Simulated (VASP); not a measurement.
```
SnSe
1.0
    0.00000     3.01044     3.01044
    3.01044     0.00000     3.01044
    3.01044     3.01044     0.00000
Sn Se
1 1
Direct
  0.00000   0.00000   0.00000
  0.50000   0.50000   0.50000
```

Level of theory: PBEsol GGA, VASP's PBE PAW potentials (set 64) (plane waves; VASP). Settings: 300 eV cut-off, 7×7×7 Γ-centred mesh, Fermi-Dirac smearing of 0.10 eV, potentials Sn_d Se.

Unless said otherwise, spin-orbit coupling is left out, though it shifts the bands of the heavy elements here.

Task: Give the energies of bands 7 to 13 at the high-symmetry points, in eV from the valence-band maximum.

Result: 
```tsv
band	Γ	X	U	L	W
7	-5.21	-6.14	-7.13	-8.18	-7.03
8	-2.28	-5.59	-5.18	-2.03	-4.82
9	-2.28	-3.74	-3.26	-2.03	-4.82
10	-2.28	-3.74	-2.59	-0.18	-0.90
11	4.19	2.83	3.09	0.47	1.35
12	4.19	5.22	3.49	1.12	4.61
13	4.19	5.22	5.11	1.12	4.61
```

The gap is direct, 0.08 eV, from the valence maximum at L-W at 0.11 to the conduction minimum at L-W at 0.11.

The structure comes from a computed database's SnSe entry; how it stands against other phases isn't given here. The cell was not relaxed at this level.
